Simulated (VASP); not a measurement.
Output of a VASP run:

File OUTCAR:
```
 ion  position               nearest neighbor table
   1  0.000  0.000  0.000-   4 2.07   4 2.07   4 2.07   3 2.07   3 2.07   3 2.07   2 2.93   2 2.93
                             2 2.93   2 2.93   2 2.93   2 2.93
   2  0.500  0.500  0.500-   3 2.07   3 2.07   3 2.07   4 2.07   4 2.07   4 2.07   1 2.93   1 2.93
                             1 2.93   1 2.93   1 2.93   1 2.93
   3  0.250  0.250  0.250-   1 2.07   1 2.07   1 2.07   2 2.07   2 2.07   2 2.07
   4  0.750  0.750  0.750-   2 2.07   2 2.07   2 2.07   1 2.07   1 2.07   1 2.07
  LATTYP: Found a trigonal (rhomboedric) cell.
 ALAT       =     5.0675582686
 COS(alpha) =     0.8333333333
 Subroutine PRICEL returns following result:
  LATTYP: Found a face centered cubic cell.
 ALAT       =     4.1376440000
 Subroutine GETGRP returns: Found 12 space group operations
The static configuration has the point symmetry D_3d.
The dynamic configuration has the point symmetry D_3d.
The overall configuration has the point symmetry D_3d.
 Subroutine INISYM returns: Found 12 space group operations
 Subroutine IBZKPT returns following result:
 Found     85 irreducible k-points:

 Following reciprocal coordinates:
            Coordinates               Weight
  0.000000  0.000000  0.000000      1.000000
  0.111111  0.000000  0.000000      6.000000
  0.222222  0.000000  0.000000      6.000000
  0.333333  0.000000  0.000000      6.000000
  0.444444  0.000000  0.000000      6.000000
  0.111111  0.111111  0.000000      6.000000
  0.222222  0.111111  0.000000     12.000000
  0.333333  0.111111  0.000000     12.000000
  0.444444  0.111111  0.000000     12.000000
 -0.444444  0.111111  0.000000     12.000000
 -0.333333  0.111111  0.000000     12.000000
 -0.222222  0.111111 -0.000000     12.000000
 -0.111111  0.111111  0.000000      6.000000
  0.222222  0.222222 -0.000000      6.000000
  0.333333  0.222222  0.000000     12.000000
  0.444444  0.222222 -0.000000     12.000000
 -0.444444  0.222222  0.000000     12.000000
 -0.333333  0.222222 -0.000000     12.000000
 -0.222222  0.222222  0.000000      6.000000
  0.333333  0.333333  0.000000      6.000000
  0.444444  0.333333 -0.000000     12.000000
 -0.444444  0.333333  0.000000     12.000000
 -0.333333  0.333333  0.000000      6.000000
  0.444444  0.444444 -0.000000      6.000000
 -0.444444  0.444444  0.000000      6.000000
  0.111111  0.111111  0.111111      2.000000
  0.222222  0.111111  0.111111      6.000000
  0.333333  0.111111  0.111111      6.000000
  0.444444  0.111111  0.111111      6.000000
 -0.444444  0.111111  0.111111      6.000000
 -0.333333  0.111111  0.111111      6.000000
 -0.222222  0.111111  0.111111      6.000000
 -0.111111  0.111111  0.111111      6.000000
  0.222222  0.222222  0.111111      6.000000
  0.333333  0.222222  0.111111     12.000000
  0.444444  0.222222  0.111111     12.000000
 -0.444444  0.222222  0.111111     12.000000
 -0.333333  0.222222  0.111111     12.000000
 -0.222222  0.222222  0.111111     12.000000
 -0.111111  0.222222  0.111111     12.000000
   k-points           NKPTS =     85   k-points in BZ     NKDIM =     85   number of bands    NBANDS=     19
   number of dos      NEDOS =    301   number of ions     NIONS =      4
   total plane-waves  NPLWV =  46656
   dimension x,y,z NGX =    36 NGY =   36 NGZ =   36
   dimension x,y,z NGXF=    72 NGYF=   72 NGZF=   72
   ions per type =               2   2
   PREC   = accura    normal or accurate (medium, high low for compatibility)
   ISTART =      0    job   : 0-new  1-cont  2-samecut
   ICHARG =      2    charge: 1-file 2-atom 10-const
   ISPIN  =      2    spin polarized calculation?
   LNONCOLLINEAR =      F non collinear calculations
   LSORBIT =      F    spin-orbit coupling
   INIWAV =      1    electr: 0-lowe 1-rand  2-diag
   ENCUT  =  400.0 eV  29.40 Ry    5.42 a.u.   8.26  8.26  8.26*2*pi/ulx,y,z
   NELM   =    100;   NELMIN=  2; NELMDL= -5     # of ELM steps
   EDIFF  = 0.1E-05   stopping-criterion for ELM
   LREAL  =      F    real-space projection
...
```

### OSZICAR
```
       N       E                     dE             d eps       ncg     rms          rms(c)
DAV:   1     0.227844942077E+03    0.22784E+03   -0.12491E+04  6516   0.162E+03
DAV:   2    -0.222901487285E+01   -0.23007E+03   -0.21674E+03  6646   0.375E+02
DAV:   3    -0.300601256594E+02   -0.27831E+02   -0.26584E+02  7437   0.147E+02
DAV:   4    -0.311308269081E+02   -0.10707E+01   -0.10586E+01  7797   0.304E+01
DAV:   5    -0.311692269321E+02   -0.38400E-01   -0.38351E-01  8397   0.516E+00    0.222E+01
DAV:   6    -0.277859459409E+02    0.33833E+01   -0.51412E+01  9453   0.108E+02    0.231E+01
DAV:   7    -0.262973998103E+02    0.14885E+01   -0.16022E+01  9286   0.844E+01    0.113E+01
DAV:   8    -0.264150455996E+02   -0.11765E+00   -0.17002E+00  7865   0.142E+01    0.659E+00
DAV:   9    -0.263589973276E+02    0.56048E-01   -0.50158E-01 10283   0.134E+01    0.201E+00
DAV:  10    -0.263661251275E+02   -0.71278E-02   -0.96757E-02  8560   0.547E+00    0.105E+00
DAV:  11    -0.263586651713E+02    0.74600E-02   -0.58740E-02  9905   0.462E+00    0.329E-01
DAV:  12    -0.263611939347E+02   -0.25288E-02   -0.19866E-02  8832   0.131E+00    0.314E-01
DAV:  13    -0.263610138441E+02    0.18009E-03   -0.24530E-03  9729   0.894E-01    0.178E-01
DAV:  14    -0.263607859305E+02    0.22791E-03   -0.95606E-04  9887   0.722E-01    0.824E-02
DAV:  15    -0.263607858377E+02    0.92791E-07   -0.16532E-04  8554   0.226E-01    0.230E-02
DAV:  16    -0.263607932940E+02   -0.74563E-05   -0.40787E-05  9795   0.109E-01    0.143E-02
DAV:  17    -0.263607926346E+02    0.65947E-06   -0.59154E-06  7080   0.422E-02
   1 F= -.26360793E+02 E0= -.26332597E+02  d E =-.563919E-01  mag=     0.0000
```

### OUTCAR
```
------------------------ aborting loop because EDIFF is reached ----------------------------------------
  FORCE on cell =-STRESS in cart. coord.  units (eV):
  Direction    XX          YY          ZZ          XY          YZ          ZX
  --------------------------------------------------------------------------------------
  Total        1.6678201      1.6678201      1.6678201      1.0243759      1.0243759      1.0243759
  in kB       75.4449916     75.4449916     75.4449916     46.3383489     46.3383489     46.3383489
  external PRESSURE =      75.4449916 kB  Pullay stress =       0.0000000 kB
  volume of cell :       35.42
      direct lattice vectors                 reciprocal lattice vectors
     4.137644000  2.068822000  2.068822000     0.362525147 -0.120841716 -0.120841716
     2.068822000  4.137644000  2.068822000    -0.120841716  0.362525147 -0.120841716
     2.068822000  2.068822000  4.137644000    -0.120841716 -0.120841716  0.362525147
 POSITION                                       TOTAL-FORCE (eV/Angst)
 -----------------------------------------------------------------------------------
      0.00000      0.00000      0.00000         0.000000      0.000000     -0.000000
      4.13764      4.13764      4.13764        -0.000000     -0.000000     -0.000000
      2.06882      2.06882      2.06882        -0.000000      0.000000     -0.000000
      6.20647      6.20647      6.20647         0.000000      0.000000      0.000000
 -----------------------------------------------------------------------------------
    total drift:                                0.000000      0.000000      0.000000
  FREE ENERGIE OF THE ION-ELECTRON SYSTEM (eV)
  ---------------------------------------------------
  free  energy   TOTEN  =       -26.3607926346 eV

  energy  without entropy=      -26.3044007570  energy(sigma->0) =      -26.33259670

 total charge

# of ion       s       p       d       tot
------------------------------------------
    1        0.319   0.416   7.228   7.963
    2        0.319   0.416   7.228   7.963
    3        1.587   3.468   0.000   5.055
    4        1.587   3.468   0.000   5.055
--------------------------------------------------
tot          3.813   7.767  14.455  26.036

 magnetization (x)

# of ion       s       p       d       tot
------------------------------------------
    1       -0.004  -0.007   2.384   2.373
    2        0.004   0.007  -2.384  -2.373
    3        0.000   0.000   0.000   0.000
    4        0.000   0.000   0.000   0.000
--------------------------------------------------
tot          0.000   0.000   0.000   0.000
```
(Selected blocks of OUTCAR.)

POSCAR:
```
CoO
1
    4.1376440000     2.0688220000     2.0688220000
    2.0688220000     4.1376440000     2.0688220000
    2.0688220000     2.0688220000     4.1376440000
Co O
2 2
Direct
  0.0000000000   0.0000000000   0.0000000000
  0.5000000000   0.5000000000   0.5000000000
  0.2500000000   0.2500000000   0.2500000000
  0.7500000000   0.7500000000   0.7500000000
```

Question: Write an INCAR and KPOINTS that could have produced this output.

Answer: Several could match; the one computed here: the input of the run itself, PBE GGA, plane waves, VASP's PBE PAW potentials (set 64).

### INCAR
```
SYSTEM = CoO
PREC = Accurate
ENCUT = 400
EDIFF = 1E-6
NELM = 100
ALGO = Normal
LREAL = .FALSE.
LASPH = .TRUE.
ISMEAR = -1
SIGMA = 0.05
GGA = PE
LMAXMIX = 4
LWAVE = .FALSE.
LCHARG = .FALSE.
ISIF = 2
ISPIN = 2
MAGMOM = 3.0 -3.0 0.0 0.0
LORBIT = 11
```

### KPOINTS
```
Automatic mesh
0
Gamma
9 9 9
0 0 0
```

POTCAR, in this order: Co O (PBE.64 set). Program: vasp_std.

At this cut-off the stress carries a Pulay error, which pulls relaxed volumes low.

The structure is a typed CoO crystal. The cell was not relaxed at this level, and its volume differs by -5.9 % from the start's.
